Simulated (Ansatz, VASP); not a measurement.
# MoF6 in two plane-wave programs, part 2 of 2

Wanted: the spread between two codes on one cell, functional and k mesh. The cell is taken from a series of runs on this material, whose earlier steps may have relaxed, scaled, displaced or heated it; both programs get it as it stands.

VASP 6.6.1 and Ansatz 0.2.0.

So far: The structure; Ansatz: dielectric response, LDA.

## Step 3: VASP: dielectric response, LDA

Level of this step: LDA, no spin polarisation; plane waves and PAW (Mo_sv, F) (VASP).

The same cell, functional (in two slightly different forms) and mesh now go to VASP, with its own data sets.

Lines of VASP's logs that name or quote its potential files are left out, and so is its time.

Input file INCAR:

```
SYSTEM = MoF6
PREC = Accurate
ENCUT = 520
EDIFF = 1E-08
NELM = 120
ISMEAR = 0
SIGMA = 0.01
LREAL = .FALSE.
ALGO = Normal
GGA = PW92
NBANDS = 35
LASPH = .TRUE.
LORBIT = 11
LWAVE = .FALSE.
LCHARG = .FALSE.
ISIF = 2
LEPSILON = .TRUE.
GGA_COMPAT = .FALSE.
KPAR = 2
```

Input file POSCAR:

```
MoF6
1.0
   -3.1673432161      3.1673432161      3.1673432161
    3.1673432161     -3.1673432161      3.1673432161
    3.1673432161      3.1673432161     -3.1673432161
Mo F
1 6
Direct
    0.0000000000      0.0000000000      0.0000000000
    0.7106712200      0.7106712200      0.0000000000
    0.2893287800      0.2893287800      0.0000000000
    0.0000000000      0.2893287800      0.2893287800
    0.0000000000      0.7106712200      0.7106712200
    0.7106712200      0.0000000000      0.7106712200
    0.2893287800      0.0000000000      0.2893287800
```

Input file KPOINTS:

```
Automatic mesh
0
Gamma
6 6 6
0 0 0
```

The projector-augmented-wave data sets are Mo_sv and F (LDA family, release 64).

Command:

```
mpirun -np 2 vasp_std
```

Numbers of over 12 decimals in the logs are rounded to 6 here.

The program printed:

```text
[banner, memory and clock lines left out]
running    2 mpi-ranks, on    1 nodes
 distrk:  each k-point on    1 cores,    2 groups
 distr:  one band on    1 cores,    1 groups

 POSCAR found type information on POSCAR MoF
 POSCAR found :  2 types and       7 ions
|                                                                             |
|               ----> ADVICE to this user running VASP <----                  |
|                                                                             |
|     You enforced a specific xc type in the INCAR file but a different       |
|     [... a line on the potential file left out ...]
|     I HOPE YOU KNOW WHAT YOU ARE DOING!                                     |
|                                                                             |

 LDA part: xc-table for (Slater(with rela. corr.)+PW92), standard interpolation
 POSCAR, INCAR and KPOINTS ok, starting setup
 FFT: planning ... GRIDC
 FFT: planning ... GRID_SOFT
 FFT: planning ... GRID
 WAVECAR not read
 entering main loop
       N       E                     dE             d eps       ncg     rms          rms(c)
DAV:   1     0.517229862119E+03    0.51723E+03   -0.31479E+04  1120   0.152E+03
DAV:   2    -0.221837792730E+02   -0.53941E+03   -0.53029E+03  1345   0.409E+02
DAV:   3    -0.530488703903E+02   -0.30865E+02   -0.30771E+02  1217   0.105E+02
DAV:   4    -0.533516272414E+02   -0.30276E+00   -0.30254E+00  1365   0.114E+01
DAV:   5    -0.533540340087E+02   -0.24068E-02   -0.24065E-02  1225   0.102E+00    0.619E+01
DAV:   6    -0.436547766379E+02    0.96993E+01   -0.36628E+01  1261   0.518E+01    0.825E+00
DAV:   7    -0.432995247239E+02    0.35525E+00   -0.69865E+00  1188   0.204E+01    0.152E+01
DAV:   8    -0.431787314171E+02    0.12079E+00   -0.85291E-01  1207   0.104E+01    0.701E+00
DAV:   9    -0.430418788983E+02    0.13685E+00   -0.11487E-01  1171   0.396E+00    0.200E+00
DAV:  10    -0.430307679105E+02    0.11111E-01   -0.31525E-02  1312   0.158E+00    0.479E-01
DAV:  11    -0.430308181343E+02   -0.50224E-04   -0.17969E-03  1262   0.301E-01    0.916E-02
DAV:  12    -0.430307071771E+02    0.11096E-03   -0.52662E-04  1272   0.179E-01    0.759E-02
DAV:  13    -0.430307136862E+02   -0.65091E-05   -0.73395E-05  1184   0.705E-02    0.570E-02
DAV:  14    -0.430307046023E+02    0.90839E-05   -0.14941E-05  1185   0.390E-02    0.134E-02
DAV:  15    -0.430307045232E+02    0.79117E-07   -0.11115E-06  1345   0.710E-03    0.706E-03
DAV:  16    -0.430307044621E+02    0.61052E-07   -0.60561E-08  1295   0.245E-03    0.160E-03
DAV:  17    -0.430307044536E+02    0.85302E-08   -0.12714E-08   919   0.116E-03
   1 F= -.43030704E+02 E0= -.43030704E+02  d E =-.387454E-75
 Linear response reoptimize wavefunctions to high precision
DAV:   1    -0.430307044538E+02   -0.15643E-09   -0.24688E-09   626   0.356E-04
DAV:   2    -0.430307044538E+02   -0.50932E-10   -0.18544E-10   617   0.936E-05
 Linear response G [H, r] |phi>, progress :
  Direction:   1
       N       E                     dE             d eps       ncg     rms
RMM:   1    -0.251386797392E+03   -0.25139E+03   -0.17654E+02  2192   0.192E+02
RMM:   2    -0.229484535557E+03    0.21902E+02   -0.33235E+01  1631   0.319E+01
RMM:   3    -0.229579847332E+03   -0.95312E-01   -0.16153E+00  1844   0.571E+00
RMM:   4    -0.229592177791E+03   -0.12330E-01   -0.10062E-01  1877   0.131E+00
RMM:   5    -0.229593002304E+03   -0.82451E-03   -0.13891E-02  1963   0.385E-01
RMM:   6    -0.229593045803E+03   -0.43499E-04   -0.81333E-04  1963   0.750E-02
RMM:   7    -0.229593045906E+03   -0.10362E-06   -0.10251E-04  2032   0.252E-02
RMM:   8    -0.229593052619E+03   -0.67127E-05   -0.36227E-04  1971   0.802E-03
RMM:   9    -0.229593045597E+03    0.70221E-05    0.59763E-05  1894   0.447E-03
RMM:  10    -0.229593044515E+03    0.10822E-05   -0.15496E-04  1771   0.350E-03
RMM:  11    -0.229593044573E+03   -0.58230E-07   -0.14369E-04  1725   0.331E-03
RMM:  12    -0.229593042410E+03    0.21624E-05    0.11910E-03  1667   0.327E-03
RMM:  13    -0.229593045276E+03   -0.28661E-05    0.17016E-03  1589   0.326E-03
 Linear response G [H, r] |phi>, progress :
  Direction:   2
       N       E                     dE             d eps       ncg     rms
RMM:   1    -0.253775357849E+03   -0.25378E+03   -0.20012E+02  2280   0.195E+02
RMM:   2    -0.229287479767E+03    0.24488E+02   -0.34455E+01  1646   0.343E+01
RMM:   3    -0.229414534204E+03   -0.12705E+00   -0.16981E+00  1866   0.608E+00
RMM:   4    -0.229424522474E+03   -0.99883E-02   -0.10891E-01  1903   0.140E+00
RMM:   5    -0.229425491829E+03   -0.96935E-03   -0.13347E-02  1976   0.406E-01
RMM:   6    -0.229425593393E+03   -0.10156E-03   -0.10337E-03  1993   0.959E-02
RMM:   7    -0.229425600244E+03   -0.68506E-05   -0.72560E-05  2126   0.288E-02
RMM:   8    -0.229425608021E+03   -0.77775E-05    0.26861E-05  2132   0.105E-02
RMM:   9    -0.229425599972E+03    0.80488E-05    0.72714E-04  2112   0.595E-03
RMM:  10    -0.229425600662E+03   -0.68978E-06    0.12594E-03  2037   0.476E-03
RMM:  11    -0.229425600130E+03    0.53237E-06    0.15392E-03  1997   0.448E-03
RMM:  12    -0.229425596639E+03    0.34914E-05    0.10114E-03  1945   0.440E-03
RMM:  13    -0.229425599395E+03   -0.27563E-05    0.19730E-03  1895   0.440E-03
 Linear response G [H, r] |phi>, progress :
  Direction:   3
[...]
RMM:   6    -0.667488634328E+00   -0.83600E-07   -0.10985E-06  1713   0.180E-03
RMM:   7    -0.667488644594E+00   -0.10265E-07   -0.14921E-07  1415   0.558E-04
RMM:   8    -0.667488645492E+00   -0.89885E-09   -0.51649E-08  1189   0.288E-04
 change of polarisation eV/A/(eV/A) component  2 :     0.001     1.335    -0.009
 dielectric tensor                  component  2 :     0.001     2.901    -0.013
 Linear response to external field (no local field effect), progress :
  Direction:   3
       N       E                     dE             d eps       ncg     rms          rms(c)
RMM:   1    -0.662470600610E+00   -0.66247E+00   -0.27941E+00  2238   0.442E+00
RMM:   2    -0.669570630028E+00   -0.71000E-02   -0.32374E-02  1742   0.754E-01
RMM:   3    -0.669876296841E+00   -0.30567E-03   -0.12801E-03  1778   0.112E-01
RMM:   4    -0.669888536261E+00   -0.12239E-04   -0.95772E-05  1888   0.240E-02
RMM:   5    -0.669889335400E+00   -0.79914E-06   -0.10968E-05  1821   0.592E-03
RMM:   6    -0.669889380302E+00   -0.44902E-07   -0.68057E-07  1657   0.140E-03
RMM:   7    -0.669889386563E+00   -0.62612E-08   -0.10685E-07  1330   0.493E-04
RMM:   8    -0.669889387378E+00   -0.81448E-09   -0.48160E-08  1146   0.289E-04
 change of polarisation eV/A/(eV/A) component  3 :    -0.004    -0.009     1.340
 dielectric tensor                  component  3 :    -0.005    -0.013     2.907
 Linear response to external field, progress :
  Direction:   1
       N       E                     dE             d eps       ncg     rms          rms(c)
RMM:   1    -0.660603990531E+00   -0.66060E+00   -0.27750E+00  4158   0.442E+00
RMM:   2    -0.668084957933E+00   -0.74810E-02   -0.32279E-02  3235   0.762E-01    0.328E+00
RMM:   3    -0.453560097009E+00    0.21452E+00   -0.13060E+00  3228   0.515E+00    0.232E+00
RMM:   4    -0.373352216791E+00    0.80208E-01   -0.81695E-02  3121   0.215E+00    0.520E-01
RMM:   5    -0.388979108744E+00   -0.15627E-01   -0.66302E-02  3148   0.140E+00    0.266E-01
RMM:   6    -0.387347665726E+00    0.16314E-02   -0.68876E-03  3197   0.432E-01    0.122E-01
RMM:   7    -0.389519899850E+00   -0.21722E-02   -0.10424E-03  3219   0.171E-01    0.235E-02
RMM:   8    -0.389829195407E+00   -0.30930E-03   -0.40430E-05  3291   0.249E-02    0.161E-02
RMM:   9    -0.389679258081E+00    0.14994E-03   -0.86417E-06  3385   0.211E-02    0.173E-03
RMM:  10    -0.389651216836E+00    0.28041E-04   -0.29764E-06  3389   0.523E-03    0.364E-03
RMM:  11    -0.389679507931E+00   -0.28291E-04   -0.72841E-07  3267   0.404E-03    0.472E-04
RMM:  12    -0.389684693662E+00   -0.51857E-05   -0.33854E-07  3408   0.107E-03    0.207E-04
RMM:  13    -0.389684383415E+00    0.31025E-06   -0.13419E-06  3116   0.262E-04    0.174E-04
RMM:  14    -0.389682299069E+00    0.20843E-05   -0.11669E-06  2890   0.243E-04    0.378E-05
RMM:  15    -0.389681777596E+00    0.52147E-06   -0.87146E-07  2152   0.145E-04    0.429E-06
 change of polarisation eV/A/(eV/A) component  1 :     0.731    -0.002    -0.005
 dielectric tensor                  component  1 :     2.041    -0.003    -0.007
 Linear response to external field, progress :
  Direction:   2
       N       E                     dE             d eps       ncg     rms          rms(c)
RMM:   1    -0.660605118758E+00   -0.66061E+00   -0.27750E+00  4158   0.442E+00
RMM:   2    -0.668086096957E+00   -0.74810E-02   -0.32287E-02  3233   0.762E-01    0.328E+00
RMM:   3    -0.453576898387E+00    0.21451E+00   -0.13061E+00  3227   0.515E+00    0.232E+00
RMM:   4    -0.373326167380E+00    0.80251E-01   -0.81529E-02  3121   0.215E+00    0.520E-01
RMM:   5    -0.388983188786E+00   -0.15657E-01   -0.66362E-02  3154   0.140E+00    0.266E-01
RMM:   6    -0.387344855278E+00    0.16383E-02   -0.68666E-03  3198   0.432E-01    0.122E-01
RMM:   7    -0.389520122169E+00   -0.21753E-02   -0.10541E-03  3221   0.171E-01    0.234E-02
RMM:   8    -0.389829156639E+00   -0.30903E-03   -0.23867E-05  3295   0.251E-02    0.162E-02
RMM:   9    -0.389680257059E+00    0.14890E-03   -0.18344E-05  3386   0.212E-02    0.174E-03
RMM:  10    -0.389651093593E+00    0.29163E-04    0.45834E-07  3388   0.521E-03    0.364E-03
RMM:  11    -0.389679824226E+00   -0.28731E-04   -0.77638E-07  3273   0.404E-03    0.469E-04
RMM:  12    -0.389684958997E+00   -0.51348E-05   -0.48565E-08  3426   0.107E-03    0.208E-04
RMM:  13    -0.389684584189E+00    0.37481E-06   -0.79605E-07  3099   0.276E-04    0.173E-04
RMM:  14    -0.389682511574E+00    0.20726E-05    0.50883E-09  2911   0.263E-04    0.353E-05
RMM:  15    -0.389682054985E+00    0.45659E-06   -0.11350E-06  2085   0.162E-04    0.503E-06
 change of polarisation eV/A/(eV/A) component  2 :    -0.002     0.731    -0.005
 dielectric tensor                  component  2 :    -0.003     2.041    -0.007
 Linear response to external field, progress :
  Direction:   3
       N       E                     dE             d eps       ncg     rms          rms(c)
RMM:   1    -0.660461726742E+00   -0.66046E+00   -0.27735E+00  4141   0.442E+00
RMM:   2    -0.668085512129E+00   -0.76238E-02   -0.32059E-02  3229   0.759E-01    0.328E+00
RMM:   3    -0.453511207778E+00    0.21457E+00   -0.13054E+00  3216   0.513E+00    0.233E+00
RMM:   4    -0.373318260417E+00    0.80193E-01   -0.81519E-02  3117   0.215E+00    0.519E-01
RMM:   5    -0.388907125215E+00   -0.15589E-01   -0.65597E-02  3140   0.139E+00    0.263E-01
RMM:   6    -0.387359836869E+00    0.15473E-02   -0.67264E-03  3187   0.427E-01    0.122E-01
RMM:   7    -0.389522522847E+00   -0.21627E-02   -0.10437E-03  3207   0.169E-01    0.236E-02
RMM:   8    -0.389824047908E+00   -0.30153E-03   -0.23277E-05  3287   0.247E-02    0.158E-02
RMM:   9    -0.389677586428E+00    0.14646E-03   -0.17479E-05  3388   0.209E-02    0.179E-03
RMM:  10    -0.389650877235E+00    0.26709E-04    0.99055E-07  3365   0.488E-03    0.356E-03
RMM:  11    -0.389679519770E+00   -0.28643E-04   -0.68320E-07  3252   0.402E-03    0.397E-04
RMM:  12    -0.389683862845E+00   -0.43431E-05    0.49947E-07  3406   0.985E-04    0.212E-04
RMM:  13    -0.389683419659E+00    0.44319E-06    0.58898E-07  3070   0.254E-04    0.175E-04
RMM:  14    -0.389681377836E+00    0.20418E-05    0.59858E-08  2876   0.249E-04    0.349E-05
RMM:  15    -0.389680918819E+00    0.45902E-06   -0.41223E-07  2037   0.145E-04    0.565E-06
 change of polarisation eV/A/(eV/A) component  3 :    -0.003    -0.004     0.731
 dielectric tensor                  component  3 :    -0.004    -0.006     2.041
 Born effective charges drift removed
```

OUTCAR, selected parts (step 3):

```text
ion  position               nearest neighbor table
   1  0.000  0.000  0.000-   2 1.83   3 1.83   4 1.83   5 1.83   6 1.83   7 1.83
   2  0.711  0.711  0.000-   1 1.83
   3  0.289  0.289  0.000-   1 1.83
   4  0.000  0.289  0.289-   1 1.83
   5  0.000  0.711  0.711-   1 1.83
   6  0.711  0.000  0.711-   1 1.83
   7  0.289  0.000  0.289-   1 1.83

  LATTYP: Found a body centered cubic cell.
 ALAT       =     6.3346864322

 Subroutine GETGRP returns: Found 48 space group operations
 (whereof 48 operations were pure point group operations)

The static configuration has the point symmetry O_h .

 Found     16 irreducible k-points:

   k-points           NKPTS =     16   k-points in BZ     NKDIM =     16   number of bands    NBANDS=     35

   dimension x,y,z NGX =    42 NGY =   42 NGZ =   42
   dimension x,y,z NGXF=    84 NGYF=   84 NGZF=   84

   ENCUT  =  520.0 eV  38.22 Ry    6.18 a.u.  10.20 10.20 10.20*2*pi/ulx,y,z

   NELECT =      56.0000    total number of electrons

 k-points in reciprocal lattice and weights: Automatic mesh
   0.00000000  0.00000000  0.00000000       0.005
   0.16666667  0.00000000  0.00000000       0.056
   0.33333333  0.00000000  0.00000000       0.056
   0.50000000  0.00000000  0.00000000       0.028
   0.16666667  0.16666667  0.00000000       0.111
   0.33333333  0.16666667  0.00000000       0.222
   0.33333333  0.33333333  0.00000000       0.037
   0.16666667  0.16666667  0.16666667       0.037
   0.33333333  0.16666667  0.16666667       0.056
[...]
0.50000000  0.50000000  0.33333333       0.056
   0.50000000  0.50000000  0.50000000       0.005

 average (electrostatic) potential at core
       1 -86.8360       2 -81.1895       3 -81.1895       4 -81.1895       5 -81.1895
       6 -81.1895       7 -81.1895

  Total       -1.2952927     -1.2952927     -1.2952927     -0.0000000     -0.0000000      0.0000000
  in kB      -16.3280053    -16.3280053    -16.3280053     -0.0000000     -0.0000000      0.0000000
  external PRESSURE =     -16.3280053 kB  Pullay stress =       0.0000000 kB

  energy-cutoff  :      520.00
  volume of cell :      127.10
      direct lattice vectors                 reciprocal lattice vectors
    -3.167343216  3.167343216  3.167343216     0.000000000  0.157861010  0.157861010
     3.167343216 -3.167343216  3.167343216     0.157861010  0.000000000  0.157861010
     3.167343216  3.167343216 -3.167343216     0.157861010  0.157861010  0.000000000

 POSITION                                       TOTAL-FORCE (eV/Angst)
 -----------------------------------------------------------------------------------
      0.00000      0.00000      0.00000        -0.000000     -0.000000     -0.000000
      0.00000      0.00000      4.50188        -0.000000     -0.000000      0.241551
      0.00000      0.00000      1.83281        -0.000000     -0.000000     -0.241551
      1.83281      0.00000      0.00000        -0.241551      0.000000     -0.000000
      4.50188      0.00000      0.00000         0.241551      0.000000     -0.000000
      0.00000      4.50188      0.00000         0.000000      0.241551     -0.000000
      0.00000      1.83281      0.00000         0.000000     -0.241551     -0.000000
 -----------------------------------------------------------------------------------
    total drift:                               -0.000000     -0.000000      0.000000

 MACROSCOPIC STATIC DIELECTRIC TENSOR (including local field effects in DFT)
 ------------------------------------------------------
           2.040941     0.000000     0.000000
          -0.000000     2.040941     0.000000
           0.000000     0.000000     2.040941
 ------------------------------------------------------

 PIEZOELECTRIC TENSOR (including local field effects)  for field in x, y, z        (C/m^2)
          XX          YY          ZZ          XY          YZ          ZX
  --------------------------------------------------------------------------------
  x     0.00000     0.00000     0.00000     0.00000     0.00000     0.00000
  y     0.00000     0.00000     0.00000     0.00000     0.00000     0.00000
  z     0.00000     0.00000     0.00000     0.00000     0.00000     0.00000

 BORN EFFECTIVE CHARGES (including local field effects) (in |e|, cummulative output)
 ---------------------------------------------------------------------------------
 ion    1
    1     4.71477     0.00000    -0.00000
    2     0.00000     4.71477    -0.00000
    3    -0.00000     0.00000     4.71477
 ion    2
    1    -0.37765     0.00000     0.00000
    2     0.00000    -0.37765     0.00000
    3    -0.00000     0.00000    -1.60208
 ion    3
    1    -0.37765    -0.00000     0.00000
    2    -0.00000    -0.37765     0.00000
    3     0.00000     0.00000    -1.60208
 ion    4
    1    -1.60208     0.00000    -0.00000
    2     0.00000    -0.37765     0.00000
    3     0.00000    -0.00000    -0.37765
 ion    5
    1    -1.60208     0.00000    -0.00000
    2     0.00000    -0.37765     0.00000
    3     0.00000    -0.00000    -0.37765
 ion    6
    1    -0.37765     0.00000    -0.00000
    2     0.00000    -1.60208    -0.00000
    3    -0.00000     0.00000    -0.37765
 ion    7
    1    -0.37765     0.00000     0.00000
    2     0.00000    -1.60208    -0.00000
    3    -0.00000     0.00000    -0.37765
```

This run has no spin polarisation, so a moment on Mo, if there is one, isn't seen.

## Step 4: Side by side

Known differences besides the potentials themselves: fixed occupations in Ansatz, narrow Gaussian smearing in VASP; the cutoff is 420 eV in Ansatz and 520 eV in VASP; VASP's log shows a relativistic correction to its local exchange, Ansatz's none. Total energies have different zeros and are not compared.

The two programs side by side:

```
quantity  Ansatz  VASP  difference
   ε∞ xx    2.04  2.04     +0.05 %
   ε∞ yy    2.04  2.04     +0.05 %
   ε∞ zz    2.04  2.04     +0.05 %
```

## Step 5: Outcome

```yaml
difference_in_eps_infinity_xx_dielectric_response_lda: 0.047 %
```

What this shows: The difference in ε∞ xx is 0.047 % (dielectric response, LDA), within the 5 % picked in this series as the mark of a large difference. How closely two codes agree says nothing of how well the functional describes the real material.

[Lines on the potential files, build, host, timing and source positions are cut from VASP's logs without a mark.]

[Logs are printed without paths, hosts, clocks, repeated set-up lines and the standing remarks that a program may print on its own settings, such as how far it seeks lower states.]

[Hosts, paths, dates, database ids (printed as entryN), source tags and the programs' standing remarks are cut or masked in the printed files.]
